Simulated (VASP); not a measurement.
Data:

```
CELL_PARAMETERS angstrom
      2.26689    -3.92637     0.00000
      2.26689     3.92637     0.00000
      0.00000     0.00000     5.94546
ATOMIC_POSITIONS crystal
  Te 0.00000 0.26712 0.66667
  Te 0.73288 0.73288 0.00000
  Te 0.26712 0.00000 0.33333
```

All values below come from PBE GGA, VASP's PBE PAW potentials (set 64) (plane waves; VASP 6.6.1). Run with 480 eV cut-off, 6×6×4 Γ-centred mesh, Gaussian smearing of 0.050 eV, potentials Te.

Unless said otherwise, spin-orbit coupling is left out, though it shifts the bands of the heavy elements here.

Question: What does the run give for the energy per atom (σ→0), band gap (on the k-mesh) with the smallest direct gap where there is one?

Answer: 
```yaml
band gap (on the k-mesh): 0.24 eV
smallest direct gap (on the k-mesh): 0.24 eV
energy per atom (σ→0): -3.142 eV/atom
```

Total energies compare only between runs with the same potentials, cut-off and functional.

The compound is Te in the trig structure. It was relaxed first. The start is the result of an earlier pass.
